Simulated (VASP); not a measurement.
Given:

```
Te
1.0
   -3.19607     3.19607     1.56507
    3.19607    -3.19607     1.56507
    3.19607     3.19607    -1.56507
Te
2
Direct
  0.75000   0.25000   0.50000
  0.00000   0.00000   0.00000
```

The numbers are results of r2SCAN meta-GGA, VASP's PBE PAW potentials (set 64) (plane waves; VASP), not measurements. Numerical set-up: 400 eV cut-off, 14×14×14 Γ-centred mesh, tetrahedra with Blöchl corrections, potentials Te.

Question: Give the energies of bands 3 to 9 at the high-symmetry points, in eV from the Fermi level.

Answer: 
```csv
band,Γ,X,M,Z,P,N
3,-4.64,-2.77,-6.20,-4.93,-5.59,-5.70
4,-4.64,-2.77,-6.20,-4.55,-5.59,-4.77
5,0.89,-2.60,2.24,-4.55,-0.61,-3.36
6,0.89,-2.60,2.24,-2.22,-0.61,-1.05
7,2.43,2.95,2.62,1.89,-0.60,-0.11
8,3.00,2.95,2.62,1.89,-0.60,0.50
9,3.06,7.66,8.73,6.90,5.13,5.15
```

It has no gap at this level: it comes out as a metal or semimetal.

The structure was generated: Te was put into the beta-Sn type (I4_1/amd), which need not be its known phase. It was relaxed first, which changed the volume by +8 %.
